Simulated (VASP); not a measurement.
Consider the following.

```xyz
5
Lattice="4.0250 0.0000 0.0000 0.0000 4.0250 0.0000 0.0000 0.0000 4.0250" Properties=species:S:1:pos:R:3 pbc="T T T"
H      0.0000     2.0125     2.0125
H      2.0125     0.0000     2.0125
H      2.0125     2.0125     0.0000
Mg     2.0125     2.0125     2.0125
K      0.0000     0.0000     0.0000
```

All values below come from LDA (Ceperley-Alder, Perdew-Zunger), VASP's LDA PAW potentials (set 64) (plane waves; VASP). Run with 300 eV cut-off, 7×7×7 Γ-centred mesh, Gaussian smearing of 0.27 eV, potentials H Mg K_sv.

### Question
Give the energies of bands 5 to 10 at the high-symmetry points, in eV from the valence-band maximum.

### Answer

| band | Γ | X | M | R |
|---|---|---|---|---|
| 5 | -5.64 | -3.94 | -3.03 | -2.16 |
| 6 | -0.49 | -2.89 | -2.00 | -2.16 |
| 7 | -0.49 | 0.00 | -2.00 | -2.16 |
| 8 | 5.48 | 5.04 | 3.25 | 2.04 |
| 9 | 5.48 | 5.04 | 6.01 | 5.35 |
| 10 | 5.48 | 5.52 | 6.57 | 5.35 |

The gap is indirect, 2.04 eV, from the valence maximum at X to the conduction minimum at R.

The structure comes from a measured KMgH3 entry of the Crystallography Open Database, whose conditions weren't checked. The cell was not relaxed at this level.
